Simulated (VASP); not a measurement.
All values below come from LDA (Ceperley-Alder, Perdew-Zunger), VASP's LDA PAW potentials (set 64) (plane waves; VASP).

Input for VASP

### INCAR
```
# general
SYSTEM =Si2Mo
PREC   =Accurate
ENCUT  =300
LREAL  =.FALSE.
LASPH  =.TRUE.

# electronic loop
EDIFF  =1E-6
NELM   =100
ALGO   =Normal
LMAXMIX=4

# smearing
ISMEAR =0
SIGMA  =0.05

# ions
ISIF   =2

# output
LWAVE  =.FALSE.
LCHARG =.FALSE.
```

KPOINTS:
```
Automatic mesh
0
Gamma
7 7 9
0 0 0
```

File POSCAR:
```
Si2Mo
3.9080950
 -0.4099516516   0.4099516516   1.0000000000
  0.4099516516  -0.4099516516   1.0000000000
  0.4099516516   0.4099516516  -1.0000000000
Si Mo
2 1
Direct
  0.6495860000   0.6644330000  -0.0011110000
  0.3526340000   0.3460830000   0.0191200000
 -0.0022210000  -0.0105160000  -0.0180100000
```

POTCAR, in this order: Si Mo_sv (LDA.64 set). Program: vasp_std.

Output

**OUTCAR**
```
 ion  position               nearest neighbor table
   1  0.650  0.664  0.999-   2 2.48   3 2.52   3 2.54   3 2.60   3 2.62   2 2.64   2 2.64   3 2.70
                             2 2.72   2 2.72
   2  0.353  0.346  0.019-   1 2.48   3 2.53   3 2.60   3 2.60   1 2.64   3 2.64   1 2.64   3 2.67
                             1 2.72   1 2.72
   3  0.998  0.989  0.982-   1 2.52   2 2.53   1 2.54   2 2.60   1 2.60   2 2.60   1 2.62   2 2.64
                             2 2.67   1 2.70
  LATTYP: Found a body centered tetragonal cell.
 ALAT       =     3.2042600000
 C/A-ratio  =     2.4393120408
 Subroutine PRICEL returns:
 Original cell was already a primitive cell.
 Subroutine GETGRP returns: Found  1 space group operations
The static configuration has the point symmetry C_1 .
The dynamic configuration has the point symmetry C_1 .
 Subroutine INISYM returns: Found  1 space group operations
 Subroutine IBZKPT returns following result:
 Found    221 irreducible k-points:

 Following reciprocal coordinates:
            Coordinates               Weight
  0.000000  0.000000  0.000000      1.000000
  0.142857  0.000000  0.000000      2.000000
  0.285714  0.000000  0.000000      2.000000
  0.428571 -0.000000  0.000000      2.000000
  0.000000  0.142857  0.000000      2.000000
  0.142857  0.142857  0.000000      2.000000
  0.285714  0.142857  0.000000      2.000000
  0.428571  0.142857 -0.000000      2.000000
 -0.428571  0.142857 -0.000000      2.000000
 -0.285714  0.142857  0.000000      2.000000
 -0.142857  0.142857  0.000000      2.000000
  0.000000  0.285714  0.000000      2.000000
  0.142857  0.285714  0.000000      2.000000
  0.285714  0.285714  0.000000      2.000000
  0.428571  0.285714  0.000000      2.000000
 -0.428571  0.285714 -0.000000      2.000000
 -0.285714  0.285714  0.000000      2.000000
 -0.142857  0.285714  0.000000      2.000000
 -0.000000  0.428571  0.000000      2.000000
  0.142857  0.428571 -0.000000      2.000000
  0.285714  0.428571  0.000000      2.000000
  0.428571  0.428571  0.000000      2.000000
 -0.428571  0.428571  0.000000      2.000000
 -0.285714  0.428571  0.000000      2.000000
 -0.142857  0.428571  0.000000      2.000000
  0.000000  0.000000  0.111111      2.000000
  0.142857  0.000000  0.111111      2.000000
  0.285714  0.000000  0.111111      2.000000
  0.428571  0.000000  0.111111      2.000000
 -0.428571  0.000000  0.111111      2.000000
 -0.285714 -0.000000  0.111111      2.000000
 -0.142857  0.000000  0.111111      2.000000
  0.000000  0.142857  0.111111      2.000000
  0.142857  0.142857  0.111111      2.000000
  0.285714  0.142857  0.111111      2.000000
  0.428571  0.142857  0.111111      2.000000
 -0.428571  0.142857  0.111111      2.000000
 -0.285714  0.142857  0.111111      2.000000
 -0.142857  0.142857  0.111111      2.000000
  0.000000  0.285714  0.111111      2.000000
   k-points           NKPTS =    221   k-points in BZ     NKDIM =    221   number of bands    NBANDS=     15
   number of dos      NEDOS =    301   number of ions     NIONS =      3
   total plane-waves  NPLWV =  21952
   dimension x,y,z NGX =    28 NGY =   28 NGZ =   28
   dimension x,y,z NGXF=    56 NGYF=   56 NGZF=   56
   ions per type =               2   1
   PREC   = accura    normal or accurate (medium, high low for compatibility)
   ISTART =      0    job   : 0-new  1-cont  2-samecut
   ICHARG =      2    charge: 1-file 2-atom 10-const
   ISPIN  =      1    spin polarized calculation?
   LNONCOLLINEAR =      F non collinear calculations
   LSORBIT =      F    spin-orbit coupling
   INIWAV =      1    electr: 0-lowe 1-rand  2-diag
   ENCUT  =  300.0 eV  22.05 Ry    4.70 a.u.   6.38  6.38  6.38*2*pi/ulx,y,z
...
```

### OSZICAR
```
       N       E                     dE             d eps       ncg     rms          rms(c)
DAV:   1     0.660316211082E+02    0.66032E+02   -0.86017E+03  7430   0.916E+02
DAV:   2    -0.252112069176E+02   -0.91243E+02   -0.89869E+02  8289   0.257E+02
DAV:   3    -0.266208103207E+02   -0.14096E+01   -0.13969E+01  8590   0.302E+01
DAV:   4    -0.266270929296E+02   -0.62826E-02   -0.62819E-02  7883   0.222E+00
DAV:   5    -0.266271408448E+02   -0.47915E-04   -0.47912E-04  8695   0.172E-01    0.227E+01
DAV:   6    -0.258800871217E+02    0.74705E+00   -0.65534E+00  7904   0.189E+01    0.489E+00
DAV:   7    -0.257532776596E+02    0.12681E+00   -0.95063E-01  7652   0.691E+00    0.474E+00
DAV:   8    -0.257143975235E+02    0.38880E-01   -0.11584E-01  8261   0.283E+00    0.377E-01
DAV:   9    -0.257135539851E+02    0.84354E-03   -0.22393E-03  7974   0.413E-01    0.209E-01
DAV:  10    -0.257134321523E+02    0.12183E-03   -0.54208E-04  8135   0.216E-01    0.595E-02
DAV:  11    -0.257134251156E+02    0.70367E-05   -0.81864E-05  8205   0.736E-02    0.199E-02
DAV:  12    -0.257134241518E+02    0.96377E-06   -0.80834E-06  8029   0.191E-02
   1 F= -.25713424E+02 E0= -.25713320E+02  d E =-.208289E-03
```

**OUTCAR**
```
------------------------ aborting loop because EDIFF is reached ----------------------------------------
  FORCE on cell =-STRESS in cart. coord.  units (eV):
  Direction    XX          YY          ZZ          XY          YZ          ZX
  --------------------------------------------------------------------------------------
  Total       -1.0039844     -0.9433222     -0.3500856      0.0379828      0.1603569     -0.0612432
  in kB      -40.0882364    -37.6660469    -13.9786171      1.5166189      6.4029120     -2.4453897
  external PRESSURE =     -30.5776335 kB  Pullay stress =       0.0000000 kB
  volume of cell :       40.13
      direct lattice vectors                 reciprocal lattice vectors
    -1.602130000  1.602130000  3.908095000     0.000000000  0.312084537  0.127939572
     1.602130000 -1.602130000  3.908095000     0.312084537  0.000000000  0.127939572
     1.602130000  1.602130000 -3.908095000     0.312084537  0.312084537  0.000000000
 POSITION                                       TOTAL-FORCE (eV/Angst)
 -----------------------------------------------------------------------------------
      1.62414      1.57656      1.23156        -0.364041      0.215796      1.056036
      0.02014      0.04113      2.65593        -0.288305     -0.424480     -0.714702
      1.55999      1.58657      3.92870         0.652346      0.208684     -0.341333
 -----------------------------------------------------------------------------------
    total drift:                               -0.000223      0.000045     -0.000062
  FREE ENERGIE OF THE ION-ELECTRON SYSTEM (eV)
  ---------------------------------------------------
  free  energy   TOTEN  =       -25.7134241518 eV

  energy  without entropy=      -25.7132158631  energy(sigma->0) =      -25.71332001
```
(Selected blocks of OUTCAR.)

At this cut-off the stress carries a Pulay error, which pulls relaxed volumes low.

The structure comes from a computed database's Si2Mo entry; how it stands against other phases isn't given here. The cell was not relaxed at this level, atoms are displaced from their ideal sites. The k-mesh is coarse (spacing up to 0.31 per Å, 2π included), so the numbers may not be converged in it. The run is one of a series of settings (GGA removed, POTCAR Si Mo_sv (LDA.64 set) against the base run), some of them coarse on purpose.
